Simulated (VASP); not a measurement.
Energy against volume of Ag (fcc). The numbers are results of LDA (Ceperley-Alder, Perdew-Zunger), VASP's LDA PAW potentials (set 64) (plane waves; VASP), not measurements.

```tsv
V (Å³/atom)	E (eV/atom)
15.063	-3.75339
15.543	-3.77572
16.024	-3.78274
16.505	-3.77731
16.986	-3.76168
```

Problem. Fit a third-order Birch-Murnaghan equation of state.

Solution. 
```
Item                                              Value
---------------------------------------  --------------
volume per atom                          16.04 Å^3/atom
bulk modulus                                    138 GPa
pressure derivative of the bulk modulus            5.78
lattice constant a                              4.003 Å
```

Measured: bulk modulus 110 GPa at 0 K (computed value off by +25.0 %), as given by H. Levämäki et al., Physical Review B (2014), arXiv:1402.3671 [corrected for temperature and zero-point phonon effects]; a 4.062 Å at 0 K (computed value off by -1.5 %), as given by Daniel Mejia-Rodriguez et al., Physical Review B (2018), arXiv:1807.09216 [static lattice: zero-point anharmonic expansion removed].

The compound is Ag in the fcc structure. It was relaxed first, which changed the volume by -6 %.
